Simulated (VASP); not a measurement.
An input for Ansatz (written as the equivalent of a VASP run, and not itself run):

Ansatz 0.2 input:
```yaml
crystal:
  lattice:
    - [2.5023149, 1.4447120, 4.4902651]
    - [-2.5023149, 1.4447120, 4.4902651]
    - [0.0000000, -2.8894241, 4.4902651]
  atoms:
    - { symbol: Ga, position: [0.8556592, 0.8556592, 0.8556592] }
    - { symbol: Ga, position: [0.1443408, 0.1443408, 0.1443408] }
    - { symbol: Ga, position: [0.6443408, 0.6443408, 0.6443408] }
    - { symbol: Ga, position: [0.3556592, 0.3556592, 0.3556592] }
    - { symbol: O, position: [0.7500000, 0.4469184, 0.0530816] }
    - { symbol: O, position: [0.2500000, 0.5530816, 0.9469184] }
    - { symbol: O, position: [0.0530816, 0.7500000, 0.4469184] }
    - { symbol: O, position: [0.9469184, 0.2500000, 0.5530816] }
    - { symbol: O, position: [0.4469184, 0.0530816, 0.7500000] }
    - { symbol: O, position: [0.5530816, 0.9469184, 0.2500000] }
kpoints:
  mp_grid: { grid: [5, 5, 5] }
hamiltonian:
  xc: pbesol
  pseudopotentials: { kind: paw }
scf:
  occupations: { method: gaussian, width: 0.05 }
  max_iter: 100
relax:
  max_steps: 60
  f_tol: 0.02
  cell: {}
output: { forces: true, stress: true, eigenvalues: true }
```

Q: Write the VASP files for the same calculation (PBEsol).

A: Several could match; the one computed here: 
KPOINTS:
```
Automatic mesh
0
Gamma
5 5 5
0 0 0
```

POSCAR:
```
Ga2O3
1
    2.5023148745     1.4447120483     4.4902651276
   -2.5023148745     1.4447120483     4.4902651276
    0.0000000000    -2.8894240966     4.4902651276
Ga O
4 6
Direct
  0.8556592426   0.8556592426   0.8556592426
  0.1443407574   0.1443407574   0.1443407574
  0.6443407574   0.6443407574   0.6443407574
  0.3556592426   0.3556592426   0.3556592426
  0.7500000000   0.4469184378   0.0530815622
  0.2500000000   0.5530815622   0.9469184378
  0.0530815622   0.7500000000   0.4469184378
  0.9469184378   0.2500000000   0.5530815622
  0.4469184378   0.0530815622   0.7500000000
  0.5530815622   0.9469184378   0.2500000000
```

INCAR:
```
ENCUT  =  520   ! plane-wave cut-off (eV)
EDIFFG  =  -0.02
LREAL  =  F
EDIFF  =  1E-6
SYSTEM  =  Ga2O3
PREC  =  Accurate
ISIF  =  3   ! ions, shape and volume
LCHARG  =  F
LASPH  =  T
ISMEAR  =  0   ! Gaussian
SIGMA  =  0.05
NELM  =  100   ! most electronic steps
GGA  =  PS
IBRION  =  2   ! conjugate gradients
ALGO  =  Normal   ! blocked Davidson
LMAXMIX  =  4   ! l cut-off of mixed one-centre charges
NSW  =  60
LWAVE  =  F
```

POTCAR, in this order: Ga_d O (PBE.64 set). Program: vasp_std.

What does not carry over: each code has its own PAW files, so the cut-off isn't converted (ENCUT is set for VASP's; basis.ecutwfc is left out, and Ansatz then takes the one that its files recommend); Ansatz stops its SCF on the density residual and VASP on the energy change (EDIFF).

The structure comes from a computed database's Ga2O3 entry (R-3c); how it stands against other phases isn't given here. This run relaxes it. Symmetry was kept, so distortions that lower it aren't found. The start is the result of an earlier pass.
